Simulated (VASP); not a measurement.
A convergence study with VASP on C (diamond): one setting is varied, all else stays as given below, so the limit is that of these other settings. Each run relaxes cell and ions from the cell shown.

```
C
1.0
    0.00000     1.78350     1.78350
    1.78350     0.00000     1.78350
    1.78350     1.78350     0.00000
C
2
Direct
  0.00000   0.00000   0.00000
  0.25000   0.25000   0.25000
```

These are PBEsol GGA, VASP's PBE PAW potentials (set 64) (plane waves; VASP 6.6.1) values and carry that method's errors. The tightest run used: 700 eV cut-off, 17×17×17 Γ-centred mesh, Gaussian smearing of 0.050 eV, potentials C.

Gaps are read on the run's mesh, which can miss a band edge.

### Question
The settings run are 2×2×2 mesh; 3×3×3 mesh; 4×4×4 mesh; 5×5×5 mesh; 6×6×6 mesh; 7×7×7 mesh; 8×8×8 mesh; 9×9×9 mesh; 10×10×10 mesh; 11×11×11 mesh; 12×12×12 mesh; 13×13×13 mesh; 14×14×14 mesh; 15×15×15 mesh; 16×16×16 mesh; 17×17×17 mesh. From which on does the relaxed volume stay within 0.02 Å³/atom of the tightest run?

### Answer
From 4×4×4 mesh on: it is off by 0.014 there and by no more than 0.02 in any finer run, while 3×3×3 mesh is off by 0.065.
```csv
setting,relaxed volume (Å³/atom),E (eV/atom),gap on the mesh (eV),irreducible k-points,difference judged (Å³/atom)
2×2×2 mesh,6.014,-8.0374,4.263,3,0.401
3×3×3 mesh,5.678,-9.3331,3.985,4,0.065
4×4×4 mesh,5.627,-9.5615,4.354,8,0.014
5×5×5 mesh,5.617,-9.6125,4.054,10,0.004
6×6×6 mesh,5.614,-9.6254,4.060,16,0.001
7×7×7 mesh,5.613,-9.6289,4.145,20,0.000
8×8×8 mesh,5.613,-9.6299,4.030,29,0.000
9×9×9 mesh,5.613,-9.6302,4.062,35,0.000
10×10×10 mesh,5.613,-9.6303,4.061,47,0.000
11×11×11 mesh,5.613,-9.6303,4.029,56,0.000
12×12×12 mesh,5.613,-9.6303,4.062,72,0.000
13×13×13 mesh,5.613,-9.6303,4.037,84,0.000
14×14×14 mesh,5.613,-9.6303,4.032,104,0.000
15×15×15 mesh,5.613,-9.6303,4.061,120,0.000
16×16×16 mesh,5.613,-9.6303,4.030,145,0.000
17×17×17 mesh,5.613,-9.6303,4.035,165,0.000
```

Left out are rungs that failed or repeat a setting and relaxations that didn't move; long series are thinned to 24 rows.

The compound is C in the diamond structure.
